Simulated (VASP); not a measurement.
# Band gap of AgCl: cutoff, mesh and cell, part 2 of 2

Aim: test what besides the functional moves the gap of AgCl. The starting structure is a computed structure from the Materials Project. Cell and atoms stay as given unless a step says otherwise.

VASP 6.6.1.

Results so far: reference 0.636 eV; cell and atoms relaxed by LDA 0.649 eV; no band path 0.637 eV.

### Step 5. Bands with a cutoff of 500 eV (continued)

Level of this step: LDA; plane waves and PAW (Ag, Cl) (VASP).

From OUTCAR (step 5):

```text
  Total       -1.4721642     -1.4721642     -1.4721642      0.0000000      0.0000000     -0.0000000
  in kB      -55.3280787    -55.3280787    -55.3280787      0.0000000      0.0000000     -0.0000000
  external PRESSURE =     -55.3280787 kB  Pullay stress =       0.0000000 kB

 POSITION                                       TOTAL-FORCE (eV/Angst)
 -----------------------------------------------------------------------------------
      0.00000      0.00000      0.00000         0.000000      0.000000      0.000000
      2.77266      2.77266      2.77266        -0.000000     -0.000000     -0.000000
 -----------------------------------------------------------------------------------
    total drift:                               -0.000000      0.000000      0.000000

  FREE ENERGIE OF THE ION-ELECTRON SYSTEM (eV)
  ---------------------------------------------------
  free  energy   TOTEN  =        -6.7121382122 eV

  energy  without entropy=       -6.7121382122  energy(sigma->0) =       -6.71213821

[... 1 part as in an earlier step ...]

[... 2 further parts left out ...]
[key lines of the parts left out:]
E-fermi :   3.7763
```

With a cutoff of 500 eV the gap is 0.641 eV, +0.005 eV from the reference.

### Step 6. Bands with a 10×10×10 mesh

Against step 2 the input has a 10×10×10 mesh.

Input file INCAR:

```
SYSTEM = AgCl
PREC = Accurate
ENCUT = 350
EDIFF = 1E-06
NELM = 100
ISMEAR = 0
SIGMA = 0.03
LREAL = .FALSE.
ALGO = Normal
GGA = CA
NBANDS = 21
LORBIT = 11
LWAVE = .FALSE.
LCHARG = .FALSE.
KPAR = 4
```

Input file POSCAR:

```
AgCl
1.0
    0.0000000000      2.7726629968      2.7726629968
    2.7726629968      0.0000000000      2.7726629968
    2.7726629968      2.7726629968      0.0000000000
Ag Cl
1 1
Direct
    0.0000000000      0.0000000000      0.0000000000
    0.5000000000      0.5000000000      0.5000000000
```

Input file KPOINTS:

```
Automatic mesh
0
Gamma
10 10 10
0 0 0
```

Input file KPOINTS_OPT:

```
Line mode
10
Line-mode
Reciprocal
  0.00000000   0.00000000   0.00000000 GAMMA
  0.50000000   0.00000000   0.50000000 X

  0.50000000   0.00000000   0.50000000 X
  0.50000000   0.25000000   0.75000000 W

  0.50000000   0.25000000   0.75000000 W
  0.37500000   0.37500000   0.75000000 K

  0.37500000   0.37500000   0.75000000 K
  0.00000000   0.00000000   0.00000000 GAMMA

  0.00000000   0.00000000   0.00000000 GAMMA
  0.50000000   0.50000000   0.50000000 L

  0.50000000   0.50000000   0.50000000 L
  0.62500000   0.25000000   0.62500000 U

  0.62500000   0.25000000   0.62500000 U
  0.50000000   0.25000000   0.75000000 W

  0.50000000   0.25000000   0.75000000 W
  0.50000000   0.50000000   0.50000000 L

  0.50000000   0.50000000   0.50000000 L
  0.37500000   0.37500000   0.75000000 K

  0.62500000   0.25000000   0.62500000 U
  0.50000000   0.00000000   0.50000000 X
```

The projector-augmented-wave data sets are Ag and Cl (LDA family, release 64).

Command:

```console
> mpirun -np 4 vasp_std
```

What it wrote:

```text
[... set-up lines as in an earlier step ...]
 entering main loop
       N       E                     dE             d eps       ncg     rms          rms(c)
DAV:   1     0.781071299908E+02    0.78107E+02   -0.65294E+03  2086   0.553E+02
DAV:   2    -0.412009756637E+01   -0.82227E+02   -0.74878E+02  2317   0.158E+02
DAV:   3    -0.685936997561E+01   -0.27393E+01   -0.27241E+01  2396   0.293E+01
DAV:   4    -0.687625425282E+01   -0.16884E-01   -0.16883E-01  2282   0.252E+00
[...]
DAV:   9    -0.671265767669E+01    0.96369E-04   -0.19730E-04  2462   0.182E-01    0.380E-02
DAV:  10    -0.671266406433E+01   -0.63876E-05   -0.16740E-05  2279   0.350E-02    0.153E-02
DAV:  11    -0.671266446715E+01   -0.40283E-06   -0.13247E-06  2105   0.961E-03
   1 F= -.67126645E+01 E0= -.67126645E+01  d E =-.116336E-20
 Start KPOINTS_OPT (optional k-point list driver)
k-point batch [1-47\100]
       N       E                     dE             ncg
DAV:   1     0.375394857893E+04   -0.14624E+05     2054
DAV:   2    -0.178409975110E+03   -0.39324E+04     2306
DAV:   3    -0.312505986019E+03   -0.13410E+03     2387
DAV:   4    -0.313360652507E+03   -0.85467E+00     2254
DAV:   5    -0.313370647827E+03   -0.99953E-02     2453
DAV:   6    -0.313370810304E+03   -0.16248E-03     2316
DAV:   7    -0.313370813118E+03   -0.28141E-05     2179
DAV:   8    -0.313370813340E+03   -0.22192E-06     1562
[...]
k-point batch [95-100\100]
       N       E                     dE             ncg
DAV:   1     0.229071017834E+05   -0.28539E+04      252
DAV:   2     0.224026473751E+05   -0.50445E+03      306
DAV:   3     0.223857396273E+05   -0.16908E+02      313
DAV:   4     0.223856187777E+05   -0.12085E+00      302
DAV:   5     0.223856172697E+05   -0.15080E-02      295
DAV:   6     0.223856172436E+05   -0.26124E-04      316
DAV:   7     0.223856172431E+05   -0.47668E-06      297
```

It took 7.8 s on 4 MPI ranks of Intel Xeon Platinum 8375C at 2.90GHz (Ice Lake), shared host; peak memory 0.55 GiB; 24 s of CPU time.

From OUTCAR (step 6):

```text
  Total       -1.5816857     -1.5816857     -1.5816857      0.0000000      0.0000000      0.0000000
  in kB      -59.4442029    -59.4442029    -59.4442029      0.0000000      0.0000000      0.0000000
  external PRESSURE =     -59.4442029 kB  Pullay stress =       0.0000000 kB

  FREE ENERGIE OF THE ION-ELECTRON SYSTEM (eV)
  ---------------------------------------------------
  free  energy   TOTEN  =        -6.7126644672 eV

  energy  without entropy=       -6.7126644672  energy(sigma->0) =       -6.71266447

[... 2 parts as in an earlier step ...]

[... 2 further parts left out ...]
[key lines of the parts left out:]
E-fermi :   3.7756
```

With a 10×10×10 mesh the gap is 0.637 eV, +0.000 eV from the reference.

### Step 7. Comparison

```
                          run  gap (eV)  change (eV)  core minutes
                    reference     0.636            -         0.493
cell and atoms relaxed by LDA     0.649        0.013          0.44
                 no band path     0.637          0.0         0.173
           a cutoff of 500 eV     0.641        0.005          1.12
              a 10×10×10 mesh     0.637          0.0          0.52
```

Core minutes are wall time times ranks of the run shown, on a shared host.

### Step 8. Outcome

| Quantity | Value |
| --- | --- |
| reference gap | 0.636 eV |
| gap with cell and atoms relaxed by LDA | 0.649 eV |
| gap with no band path | 0.637 eV |
| gap with a cutoff of 500 eV | 0.641 eV |
| gap with a 10×10×10 mesh | 0.637 eV |

What this shows: Among the runs that read a gap along the path, the one with cell and atoms relaxed by LDA moves it most, by +0.013 eV. On finer settings it changes by +0.005 eV with a cutoff of 500 eV and +0.000 eV with a 10×10×10 mesh. The functional's own error isn't tested here. Further runs on this material are not shown.

[Lines on the potential files, build, host, timing and source positions are cut from VASP's logs without a mark.]

[Logs are printed without paths, hosts, clocks, repeated set-up lines and the standing remarks that a program may print on its own settings, such as how far it seeks lower states.]

[Hosts, paths, dates, database ids (printed as entryN), source tags and the programs' standing remarks are cut or masked in the printed files.]
